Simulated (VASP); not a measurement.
Method: r2SCAN meta-GGA, VASP's PBE PAW potentials (set 64) (plane waves; VASP).

A VASP calculation is set up with these files.

### POSCAR
```
CoAl
3.3613040
  0.0000000000   0.7071068258   0.7071068258
  0.7071068258   0.0000000000   0.7071068258
  0.7071068258   0.7071068258   0.0000000000
Co Al
1 1
Direct
  0.0000000000   0.0000000000   0.0000000000
  0.5000000000   0.5000000000   0.5000000000
```

INCAR:
```
ALGO  =  Normal
EDIFF  =  1E-7
ENCUT  =  400
ISIF  =  2
ISMEAR  =  -5
ISPIN  =  2
LASPH  =  .TRUE.
LCHARG  =  .FALSE.
LMAXMIX  =  4
LMIXTAU  =  .TRUE.
LORBIT  =  11
LREAL  =  .FALSE.
LWAVE  =  .FALSE.
MAGMOM  =  0.7 -0.0
METAGGA  =  R2SCAN
NEDOS  =  601
NELM  =  100
PREC  =  Accurate
SYSTEM  =  CoAl
```

### KPOINTS
```
Automatic mesh
0
Gamma
15 15 15
0 0 0
```

### KPOINTS_OPT
```
k-points along high-symmetry lines
10
Line-mode
Reciprocal
  0.000000   0.000000   0.000000 ! GAMMA
  0.500000   0.000000   0.500000 ! X

  0.500000   0.000000   0.500000 ! X
  0.625000   0.250000   0.625000 ! U

  0.375000   0.375000   0.750000 ! K
  0.000000   0.000000   0.000000 ! GAMMA

  0.000000   0.000000   0.000000 ! GAMMA
  0.500000   0.500000   0.500000 ! L

  0.500000   0.500000   0.500000 ! L
  0.500000   0.250000   0.750000 ! W

  0.500000   0.250000   0.750000 ! W
  0.500000   0.000000   0.500000 ! X
```

POTCAR, in this order: Co Al (PBE.64 set). Program: vasp_std.

The resulting files:

**OUTCAR**
```
 ion  position               nearest neighbor table
   1  0.000  0.000  0.000-   2 2.38   2 2.38   2 2.38   2 2.38   2 2.38   2 2.38
   2  0.500  0.500  0.500-   1 2.38   1 2.38   1 2.38   1 2.38   1 2.38   1 2.38
  LATTYP: Found a face centered cubic cell.
 ALAT       =     4.7536020042
 Subroutine PRICEL returns:
 Original cell was already a primitive cell.
 Subroutine GETGRP returns: Found 48 space group operations
The static configuration has the point symmetry O_h .
The dynamic configuration has the point symmetry O_h .
The overall configuration has the point symmetry O_h .
 Subroutine INISYM returns: Found 48 space group operations
 Subroutine IBZKPT returns following result:
 Found    120 irreducible k-points:

 Following reciprocal coordinates:
            Coordinates               Weight
  0.000000  0.000000  0.000000      1.000000
  0.066667  0.000000  0.000000      8.000000
  0.133333  0.000000  0.000000      8.000000
  0.200000  0.000000  0.000000      8.000000
  0.266667  0.000000  0.000000      8.000000
  0.333333  0.000000  0.000000      8.000000
  0.400000  0.000000  0.000000      8.000000
  0.466667  0.000000  0.000000      8.000000
  0.066667  0.066667  0.000000      6.000000
  0.133333  0.066667  0.000000     24.000000
  0.200000  0.066667  0.000000     24.000000
  0.266667  0.066667  0.000000     24.000000
  0.333333  0.066667  0.000000     24.000000
  0.400000  0.066667  0.000000     24.000000
  0.466667  0.066667  0.000000     24.000000
 -0.466667  0.066667  0.000000     24.000000
 -0.400000  0.066667  0.000000     24.000000
 -0.333333  0.066667  0.000000     24.000000
 -0.266667  0.066667  0.000000     24.000000
 -0.200000  0.066667  0.000000     24.000000
 -0.133333  0.066667  0.000000     24.000000
 -0.066667  0.066667  0.000000     12.000000
  0.133333  0.133333  0.000000      6.000000
  0.200000  0.133333  0.000000     24.000000
  0.266667  0.133333  0.000000     24.000000
  0.333333  0.133333  0.000000     24.000000
  0.400000  0.133333  0.000000     24.000000
  0.466667  0.133333  0.000000     24.000000
 -0.466667  0.133333  0.000000     24.000000
 -0.400000  0.133333  0.000000     24.000000
 -0.333333  0.133333  0.000000     24.000000
 -0.266667  0.133333  0.000000     24.000000
 -0.200000  0.133333  0.000000     24.000000
 -0.133333  0.133333  0.000000     12.000000
  0.200000  0.200000  0.000000      6.000000
  0.266667  0.200000  0.000000     24.000000
  0.333333  0.200000  0.000000     24.000000
  0.400000  0.200000  0.000000     24.000000
  0.466667  0.200000  0.000000     24.000000
 -0.466667  0.200000  0.000000     24.000000
   k-points           NKPTS =    120   k-points in BZ     NKDIM =    120   number of bands    NBANDS=     10
   number of dos      NEDOS =    601   number of ions     NIONS =      2
   total plane-waves  NPLWV =  13824
   dimension x,y,z NGX =    24 NGY =   24 NGZ =   24
   dimension x,y,z NGXF=    48 NGYF=   48 NGZF=   48
   ions per type =               1   1
   PREC   = accura    normal or accurate (medium, high low for compatibility)
   ISTART =      0    job   : 0-new  1-cont  2-samecut
   ICHARG =      2    charge: 1-file 2-atom 10-const
   ISPIN  =      2    spin polarized calculation?
   LNONCOLLINEAR =      F non collinear calculations
   LSORBIT =      F    spin-orbit coupling
   INIWAV =      1    electr: 0-lowe 1-rand  2-diag
   ENCUT  =  400.0 eV  29.40 Ry    5.42 a.u.   5.48  5.48  5.48*2*pi/ulx,y,z
   NELM   =    100;   NELMIN=  2; NELMDL= -5     # of ELM steps
   EDIFF  = 0.1E-06   stopping-criterion for ELM
   LREAL  =      F    real-space projection
   NLSPLINE    = F    spline interpolate recip. space projectors
...
```

OSZICAR:
```
...
DAV:  13    -0.190931458378E+02    0.17440E-02   -0.23911E-02  5558   0.194E+00    0.239E-01
DAV:  14    -0.190927943528E+02    0.35148E-03   -0.54333E-02  5770   0.278E+00    0.357E-01
DAV:  15    -0.190918181332E+02    0.97622E-03   -0.82351E-03  6846   0.107E+00    0.403E-01
DAV:  16    -0.190932715636E+02   -0.14534E-02   -0.98659E-02  5576   0.389E+00    0.278E-01
DAV:  17    -0.190940901833E+02   -0.81862E-03   -0.36475E-03  6084   0.637E-01    0.259E-01
DAV:  18    -0.190972238536E+02   -0.31337E-02   -0.48611E-02  5984   0.268E+00    0.515E-01
DAV:  19    -0.190965545307E+02    0.66932E-03   -0.23066E-03  5892   0.627E-01    0.430E-01
DAV:  20    -0.190985498458E+02   -0.19953E-02   -0.85289E-03  5918   0.114E+00    0.557E-01
DAV:  21    -0.190965867514E+02    0.19631E-02   -0.50108E-03  5788   0.860E-01    0.459E-01
DAV:  22    -0.190933152289E+02    0.32715E-02   -0.48613E-02  5978   0.262E+00    0.293E-01
DAV:  23    -0.190931915493E+02    0.12368E-03   -0.24512E-03  6650   0.511E-01    0.292E-01
DAV:  24    -0.190925437466E+02    0.64780E-03   -0.84421E-03  5936   0.112E+00    0.250E-01
DAV:  25    -0.190924310672E+02    0.11268E-03   -0.20840E-03  7004   0.528E-01    0.240E-01
DAV:  26    -0.190918211068E+02    0.60996E-03   -0.72835E-03  5970   0.106E+00    0.199E-01
DAV:  27    -0.190904534808E+02    0.13676E-02   -0.76896E-03  6226   0.107E+00    0.259E-01
DAV:  28    -0.190883712432E+02    0.20822E-02   -0.55559E-03  6206   0.913E-01    0.360E-01
DAV:  29    -0.190895661938E+02   -0.11950E-02   -0.13445E-03  5796   0.484E-01    0.311E-01
DAV:  30    -0.190904406688E+02   -0.87447E-03   -0.13845E-03  6100   0.438E-01    0.266E-01
DAV:  31    -0.190909109278E+02   -0.47026E-03   -0.67492E-04  5720   0.300E-01    0.233E-01
DAV:  32    -0.190917541585E+02   -0.84323E-03   -0.30290E-03  5798   0.691E-01    0.189E-01
DAV:  33    -0.190921593319E+02   -0.40517E-03   -0.11845E-03  6236   0.410E-01    0.177E-01
DAV:  34    -0.190924843328E+02   -0.32500E-03   -0.31250E-03  5976   0.702E-01    0.188E-01
DAV:  35    -0.190926782662E+02   -0.19393E-03   -0.12788E-03  6732   0.425E-01    0.189E-01
DAV:  36    -0.190926986092E+02   -0.20343E-04   -0.44022E-05  6480   0.743E-02    0.189E-01
DAV:  37    -0.190927004252E+02   -0.18161E-05   -0.18761E-06  6064   0.184E-02    0.189E-01
DAV:  38    -0.190927824998E+02   -0.82075E-04   -0.15502E-03  5964   0.496E-01    0.220E-01
DAV:  39    -0.190926918354E+02    0.90664E-04   -0.12354E-03  5906   0.456E-01    0.189E-01
DAV:  40    -0.190926341683E+02    0.57667E-04   -0.25244E-04  6270   0.190E-01    0.184E-01
DAV:  41    -0.190925950954E+02    0.39073E-04   -0.65368E-05  6822   0.964E-02    0.183E-01
DAV:  42    -0.190924002839E+02    0.19481E-03   -0.88058E-04  5980   0.377E-01    0.183E-01
DAV:  43    -0.190920212473E+02    0.37904E-03   -0.32814E-03  6078   0.715E-01    0.172E-01
DAV:  44    -0.190919421833E+02    0.79064E-04   -0.16319E-04  6744   0.140E-01    0.176E-01
DAV:  45    -0.190914981560E+02    0.44403E-03   -0.11315E-03  5958   0.434E-01    0.192E-01
DAV:  46    -0.190922896460E+02   -0.79149E-03   -0.49083E-03  5904   0.914E-01    0.180E-01
DAV:  47    -0.190925687253E+02   -0.27908E-03   -0.34050E-03  6310   0.717E-01    0.187E-01
DAV:  48    -0.190927457084E+02   -0.17698E-03   -0.35908E-03  6096   0.734E-01    0.222E-01
DAV:  49    -0.190929015305E+02   -0.15582E-03   -0.28838E-04  7122   0.187E-01    0.219E-01
DAV:  50    -0.190932812000E+02   -0.37967E-03   -0.10611E-03  5976   0.405E-01    0.212E-01
DAV:  51    -0.190935825948E+02   -0.30139E-03   -0.89267E-04  6276   0.357E-01    0.208E-01
DAV:  52    -0.190935716632E+02    0.10932E-04   -0.22572E-05  5656   0.528E-02    0.207E-01
DAV:  53    -0.190937257357E+02   -0.15407E-03   -0.26803E-04  5922   0.201E-01    0.206E-01
DAV:  54    -0.190939486842E+02   -0.22295E-03   -0.35689E-04  6162   0.226E-01    0.212E-01
DAV:  55    -0.190936647339E+02    0.28395E-03   -0.57433E-04  5566   0.297E-01    0.206E-01
DAV:  56    -0.190936260188E+02    0.38715E-04   -0.60316E-05  6906   0.836E-02    0.207E-01
DAV:  57    -0.190935780822E+02    0.47937E-04   -0.42112E-05  5798   0.770E-02    0.208E-01
DAV:  58    -0.190934767039E+02    0.10138E-03   -0.12664E-04  5722   0.134E-01    0.210E-01
DAV:  59    -0.190934986863E+02   -0.21982E-04   -0.51762E-06  5326   0.302E-02    0.210E-01
DAV:  60    -0.190933216840E+02    0.17700E-03   -0.23609E-04  5946   0.190E-01    0.211E-01
DAV:  61    -0.190935206273E+02   -0.19894E-03   -0.30787E-04  5686   0.221E-01    0.210E-01
DAV:  62    -0.190935236992E+02   -0.30720E-05   -0.55523E-06  5996   0.232E-02    0.209E-01
DAV:  63    -0.190935955240E+02   -0.71825E-04   -0.59947E-05  5782   0.944E-02    0.208E-01
DAV:  64    -0.190937089714E+02   -0.11345E-03   -0.21241E-04  5726   0.173E-01    0.207E-01
DAV:  65    -0.190938210746E+02   -0.11210E-03   -0.12122E-04  6214   0.124E-01    0.208E-01
DAV:  66    -0.190940708621E+02   -0.24979E-03   -0.59297E-04  5814   0.294E-01    0.219E-01
DAV:  67    -0.190936866503E+02    0.38421E-03   -0.10858E-03  5776   0.412E-01    0.207E-01
DAV:  68    -0.190930512667E+02    0.63538E-03   -0.36720E-03  6002   0.733E-01    0.216E-01
DAV:  69    -0.190927678011E+02    0.28347E-03   -0.95900E-04  6816   0.353E-01    0.218E-01
DAV:  70    -0.190927095626E+02    0.58238E-04   -0.73181E-04  5926   0.327E-01    0.197E-01
DAV:  71    -0.190918941328E+02    0.81543E-03   -0.16109E-02  6004   0.158E+00    0.174E-01
DAV:  72    -0.190917841936E+02    0.10994E-03   -0.67603E-04  6306   0.304E-01    0.180E-01
DAV:  73    -0.190907824280E+02    0.10018E-02   -0.41448E-03  5958   0.826E-01    0.225E-01
DAV:  74    -0.190898704719E+02    0.91196E-03   -0.22279E-03  6498   0.538E-01    0.265E-01
DAV:  75    -0.190885188600E+02    0.13516E-02   -0.20759E-03  6016   0.575E-01    0.328E-01
DAV:  76    -0.190866805419E+02    0.18383E-02   -0.21951E-03  6138   0.586E-01    0.411E-01
DAV:  77    -0.190855742973E+02    0.11062E-02   -0.57504E-04  6736   0.293E-01    0.457E-01
DAV:  78    -0.190862400300E+02   -0.66573E-03   -0.17529E-04  5994   0.174E-01    0.432E-01
DAV:  79    -0.190859422694E+02    0.29776E-03   -0.38455E-05  5982   0.888E-02    0.445E-01
DAV:  80    -0.190858941663E+02    0.48103E-04   -0.23782E-06  5512   0.156E-02    0.447E-01
DAV:  81    -0.190901327462E+02   -0.42386E-02   -0.13259E-02  5922   0.153E+00    0.264E-01
DAV:  82    -0.190908723361E+02   -0.73959E-03   -0.16058E-03  7080   0.453E-01    0.224E-01
DAV:  83    -0.190922015133E+02   -0.13292E-02   -0.14170E-02  5906   0.147E+00    0.199E-01
DAV:  84    -0.190924299706E+02   -0.22846E-03   -0.99719E-04  6408   0.402E-01    0.190E-01
DAV:  85    -0.190924352109E+02   -0.52404E-05   -0.16920E-05  5640   0.458E-02    0.187E-01
DAV:  86    -0.190927063224E+02   -0.27111E-03   -0.35170E-03  5912   0.742E-01    0.194E-01
DAV:  87    -0.190929785732E+02   -0.27225E-03   -0.26854E-03  6390   0.631E-01    0.223E-01
DAV:  88    -0.190930745640E+02   -0.95991E-04   -0.12041E-04  6484   0.116E-01    0.221E-01
DAV:  89    -0.190936994069E+02   -0.62484E-03   -0.33582E-03  5948   0.717E-01    0.214E-01
DAV:  90    -0.190940678106E+02   -0.36840E-03   -0.13133E-03  6552   0.420E-01    0.221E-01
DAV:  91    -0.190944297203E+02   -0.36191E-03   -0.13144E-03  5998   0.435E-01    0.240E-01
DAV:  92    -0.190945865227E+02   -0.15680E-03   -0.36055E-04  6832   0.215E-01    0.250E-01
DAV:  93    -0.190945109018E+02    0.75621E-04   -0.58216E-05  5868   0.961E-02    0.245E-01
DAV:  94    -0.190946158909E+02   -0.10499E-03   -0.11606E-04  5856   0.134E-01    0.251E-01
DAV:  95    -0.190945783426E+02    0.37548E-04   -0.15712E-05  5500   0.507E-02    0.249E-01
DAV:  96    -0.190948761032E+02   -0.29776E-03   -0.99435E-04  5952   0.390E-01    0.274E-01
DAV:  97    -0.190953496905E+02   -0.47359E-03   -0.12630E-03  6160   0.424E-01    0.302E-01
DAV:  98    -0.190955708912E+02   -0.22120E-03   -0.22471E-04  7016   0.171E-01    0.319E-01
DAV:  99    -0.190955941653E+02   -0.23274E-04   -0.59510E-06  6260   0.279E-02    0.321E-01
DAV: 100    -0.190953489380E+02    0.24523E-03   -0.23999E-04  5900   0.192E-01
   1 F= -.19095349E+02 E0= -.19095349E+02  d E =0.000000E+00  mag=     0.2717
       N       E                     dE             ncg
```

### OUTCAR
```
------------------------ aborting loop EDIFF was not reached (unconverged)  ----------------------------
  FORCE on cell =-STRESS in cart. coord.  units (eV):
  Direction    XX          YY          ZZ          XY          YZ          ZX
  --------------------------------------------------------------------------------------
  Total       -1.2849597     -1.2849597     -1.2849597     -0.0000000      0.0000000      0.0000000
  in kB      -76.6640279    -76.6640279    -76.6640279     -0.0000000      0.0000000      0.0000000
  external PRESSURE =     -76.6640279 kB  Pullay stress =       0.0000000 kB
  volume of cell :       26.85
      direct lattice vectors                 reciprocal lattice vectors
     0.000000000  2.376801002  2.376801002    -0.210366791  0.210366791  0.210366791
     2.376801002  0.000000000  2.376801002     0.210366791 -0.210366791  0.210366791
     2.376801002  2.376801002  0.000000000     0.210366791  0.210366791 -0.210366791
 POSITION                                       TOTAL-FORCE (eV/Angst)
 -----------------------------------------------------------------------------------
      0.00000      0.00000      0.00000         0.000000     -0.000000     -0.000000
      2.37680      2.37680      2.37680        -0.000000      0.000000      0.000000
 -----------------------------------------------------------------------------------
    total drift:                                0.000000     -0.000000     -0.000000
  FREE ENERGIE OF THE ION-ELECTRON SYSTEM (eV)
  ---------------------------------------------------
  free  energy   TOTEN  =       -19.0953489380 eV

  energy  without entropy=      -19.0953489380  energy(sigma->0) =      -19.09534894

 total charge

# of ion       s       p       d       tot
------------------------------------------
    1        0.427   0.382   7.621   8.429
    2        0.459   0.405   0.000   0.864
--------------------------------------------------
tot          0.886   0.787   7.621   9.293

 magnetization (x)

# of ion       s       p       d       tot
------------------------------------------
    1        0.021  -0.004   0.263   0.281
    2       -0.005  -0.008   0.000  -0.013
--------------------------------------------------
tot          0.016  -0.012   0.263   0.268
```
(Selected blocks of OUTCAR.)

### stdout
```
...
|     convergence or switching to a different ALGO or adjusting the           |
|     density mixing parameters otherwise.                                    |
|                                                                             |
 -----------------------------------------------------------------------------

   1 F= -.19095349E+02 E0= -.19095349E+02  d E =0.000000E+00  mag=     0.2717

 -----------------------------------------------------------------------------
|                                                                             |
|           W    W    AA    RRRRR   N    N  II  N    N   GGGG   !!!           |
|           W    W   A  A   R    R  NN   N  II  NN   N  G    G  !!!           |
|           W    W  A    A  R    R  N N  N  II  N N  N  G       !!!           |
|           W WW W  AAAAAA  RRRRR   N  N N  II  N  N N  G  GGG   !            |
|           WW  WW  A    A  R   R   N   NN  II  N   NN  G    G                |
|           W    W  A    A  R    R  N    N  II  N    N   GGGG   !!!           |
|                                                                             |
|     Changing the smearing to ISMEAR=1 (the default) for those parts of      |
|     this job that use k-points specified in line-mode.                      |
|                                                                             |
 -----------------------------------------------------------------------------

 Start KPOINTS_OPT (optional k-point list driver)
k-point batch [1-60\60]
       N       E                     dE             ncg

 -----------------------------------------------------------------------------
|                                                                             |
|           W    W    AA    RRRRR   N    N  II  N    N   GGGG   !!!           |
|           W    W   A  A   R    R  NN   N  II  NN   N  G    G  !!!           |
|           W    W  A    A  R    R  N N  N  II  N N  N  G       !!!           |
|           W WW W  AAAAAA  RRRRR   N  N N  II  N  N N  G  GGG   !            |
|           WW  WW  A    A  R   R   N   NN  II  N   NN  G    G                |
|           W    W  A    A  R    R  N    N  II  N    N   GGGG   !!!           |
|                                                                             |
|     Tetrahedron method does not include variations of the Fermi             |
|     occupations, so forces and stress will be inaccurate. We suggest        |
|     using a different smearing scheme ISMEAR = 1 or 2 for metals in         |
|     relaxations.                                                            |
|                                                                             |
 -----------------------------------------------------------------------------
```

The run did not converge; its last values are not results.

For a metal the tetrahedron method with Blöchl corrections gives inexact stress and forces.

The structure was generated: CoAl was put into the rock salt type (Fm-3m), which need not be its known phase. It was relaxed first, which changed the volume by -29 %.
